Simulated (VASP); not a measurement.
An input for Ansatz (written as the equivalent of a VASP run, and not itself run):

Ansatz 0.2 input:
```yaml
crystal:
  lattice:
    - [3.1503900, 0.0000000, 0.0000000]
    - [-1.5751950, 2.7283180, 0.0000000]
    - [0.0000000, 0.0000000, 13.0334280]
  atoms:
    - { symbol: Mo, position: [0.0000000, 0.0000000, 0.2500000] }
    - { symbol: Mo, position: [0.0000000, 0.0000000, 0.7500000] }
    - { symbol: S, position: [0.3333330, 0.6666670, 0.3677400] }
    - { symbol: S, position: [0.6666670, 0.3333330, 0.6322600] }
    - { symbol: S, position: [0.6666670, 0.3333330, 0.8677400] }
    - { symbol: S, position: [0.3333330, 0.6666670, 0.1322600] }
kpoints:
  mp_grid: { grid: [8, 8, 2] }
hamiltonian:
  xc: pbe
  pseudopotentials: { kind: paw }
scf:
  occupations: { method: gaussian, width: 0.01 }
  max_iter: 100
output: { forces: true, stress: true, eigenvalues: true }
```

Write the VASP files for the same calculation (PBE).

One answer among several that fit: 
### INCAR
```
SYSTEM = MoS2
PREC = Accurate
ENCUT = 300
EDIFF = 1E-6
NELM = 100
ALGO = Normal
LREAL = .FALSE.
LASPH = .TRUE.
ISMEAR = 0
SIGMA = 0.01
GGA = PE
LMAXMIX = 4
LWAVE = .FALSE.
LCHARG = .FALSE.
ISIF = 2
```

### KPOINTS
```
Automatic mesh
0
Gamma
8 8 2
0 0 0
```

POSCAR:
```
MoS2
1
    3.1503900000     0.0000000000     0.0000000000
   -1.5751950000     2.7283180000     0.0000000000
    0.0000000000     0.0000000000    13.0334280000
Mo S
2 4
Direct
  0.0000000000   0.0000000000   0.2500000000
  0.0000000000   0.0000000000   0.7500000000
  0.3333330000   0.6666670000   0.3677400000
  0.6666670000   0.3333330000   0.6322600000
  0.6666670000   0.3333330000   0.8677400000
  0.3333330000   0.6666670000   0.1322600000
```

POTCAR, in this order: Mo_sv S (PBE.64 set). Program: vasp_std.

Limits of the translation: each code has its own PAW files, so the cut-off isn't converted (ENCUT is set for VASP's; basis.ecutwfc is left out, and Ansatz then takes the one that its files recommend); Ansatz stops its SCF on the density residual and VASP on the energy change (EDIFF).

The structure comes from a computed database's MoS2 entry; how it stands against other phases isn't given here. The cell was not relaxed at this level.
